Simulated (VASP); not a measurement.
Input:

```xyz
4
Lattice="1.9259 -5.3149 0.0000 1.9259 5.3149 0.0000 0.0000 0.0000 4.3415" Properties=species:S:1:pos:R:3 pbc="T T T"
Eu     1.9259    -3.8381     3.2562
Eu     1.9259     3.8381     1.0854
Pd     1.9259    -0.8642     3.2562
Pd     1.9259     0.8642     1.0854
```

Calculation: PBEsol GGA, VASP's PBE PAW potentials (set 64) (plane waves; VASP). Run with 400 eV cut-off, Gaussian smearing of 0.050 eV, potentials Eu_2 Pd.

The 4f electrons are frozen in the core of the lanthanide potential, so 4f levels, which can set the real gap, and their magnetism are missing.

Problem. Give the energies of bands 8 to 21 at the high-symmetry points, in eV from the valence-band maximum.

Solution. 
```
band      Γ      Y     C0      Z     A0      T      S      R
----  -----  -----  -----  -----  -----  -----  -----  -----
8     -3.81  -3.73  -3.37  -3.39  -3.63  -3.23  -3.39  -3.55
9     -3.68  -3.50  -3.37  -3.03  -3.24  -2.97  -3.28  -3.33
10    -3.56  -3.42  -3.02  -3.03  -3.24  -2.97  -3.02  -3.33
11    -3.23  -3.31  -2.95  -2.79  -2.51  -2.93  -2.95  -2.51
12    -3.15  -3.13  -2.67  -2.79  -2.51  -2.93  -2.70  -2.51
13    -2.68  -3.02  -2.16  -2.74  -2.13  -2.21  -1.97  -2.19
14    -2.26  -2.15  -2.04  -2.74  -2.13  -2.21  -1.79  -2.19
15    -1.98  -2.08  -1.79  -1.91  -1.80  -1.94  -1.78  -1.75
16    -1.82  -1.96  -1.72  -1.91  -1.80  -1.94  -1.74  -1.75
17    -1.46  -1.61  -1.24  -1.25  -0.68  -1.68  -1.16  -0.80
18    -0.72  -1.56  -0.25  -1.25  -0.68  -1.68  -1.11  -0.80
19     2.31   1.84   0.15   1.72   1.22   0.65   0.54   1.71
20     2.57   2.46   1.15   1.72   1.22   0.65   1.31   1.71
21     2.99   2.78   1.61   2.71   2.37   3.66   1.88   2.27
```

The gap is indirect, 0.04 eV, from the valence maximum at Γ-Z at 0.57 to the conduction minimum at Σ0-Γ at 0.43.

The structure comes from a computed database's EuPd entry (Cmcm); how it stands against other phases isn't given here. It was relaxed first, which changed the volume by -11 %.
